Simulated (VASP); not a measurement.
Here is the system:

```yaml
crystal:
  lattice:
    - [3.98972, 0.00000, 0.00000]
    - [0.00000, 3.98972, 0.00000]
    - [0.00000, 0.00000, 5.03190]
  atoms:
    - { symbol: Pb, position: [0.50000, 0.00000, 0.76430] }
    - { symbol: Pb, position: [0.00000, 0.50000, 0.23570] }
    - { symbol: O, position: [0.50000, 0.50000, 0.00000] }
    - { symbol: O, position: [0.00000, 0.00000, 0.00000] }
```

Computed with PBEsol GGA with spin-orbit coupling, VASP's PBE PAW potentials (set 64) (plane waves; VASP). Run with 520 eV cut-off, 5×5×4 Γ-centred mesh, Gaussian smearing of 0.050 eV, potentials Pb_d O.

The path is coarsely sampled, so an indirect gap can come out somewhat too large. Without a dispersion term in the relaxation, distances and binding between the weakly bound layers, chains or molecules are unreliable, and so is what depends on them.

Estimate the energy per atom (σ→0), band gap (over mesh and band path) with the smallest direct gap where there is one.

band gap (over mesh and band path): 1.18 eV
smallest direct gap (over mesh and band path): 2.12 eV
energy per atom (σ→0): -5.908 eV/atom

Only differences to runs with the same potentials and settings are physical.

The compound is PbO in the litharge structure. It was relaxed first.
